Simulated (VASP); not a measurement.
Data:

```
CELL_PARAMETERS angstrom
      3.93931     0.00000     0.00000
      0.00000     3.93931     0.00000
      0.00000     0.00000     3.93931
ATOMIC_POSITIONS crystal
  Sr 0.00000 0.00000 0.00000
  Ti 0.50000 0.50000 0.50000
  O  0.50000 0.00000 0.50000
  O  0.00000 0.50000 0.50000
  O  0.50000 0.50000 0.00000
```

All values below come from PW91 GGA, VASP's PBE PAW potentials (set 64) (plane waves; VASP). Numerical set-up: 520 eV cut-off, 6×6×6 Γ-centred mesh, tetrahedra with Blöchl corrections, potentials Sr_sv Ti_sv O.

The cores are frozen, which limits the accuracy of field gradients.

Give the principal components of the electric field gradient (V/Å²) and the asymmetry η at each nucleus.

| atom | Vxx | Vyy | Vzz | η |
|---|---|---|---|---|
| Sr1 | 0.0 | 0.0 | 0.0 | - |
| Ti2 | 0.0 | 0.0 | 0.0 | - |
| O3 | -6.8 | -6.8 | 13.6 | 0.00 |
| O4 | -6.8 | -6.8 | 13.6 | 0.00 |
| O5 | -6.8 | -6.8 | 13.6 | 0.00 |

The compound is SrTiO3 in the cubic perovskite structure, the ideal cubic form; the compound distorts at low or room temperature. It was relaxed first.
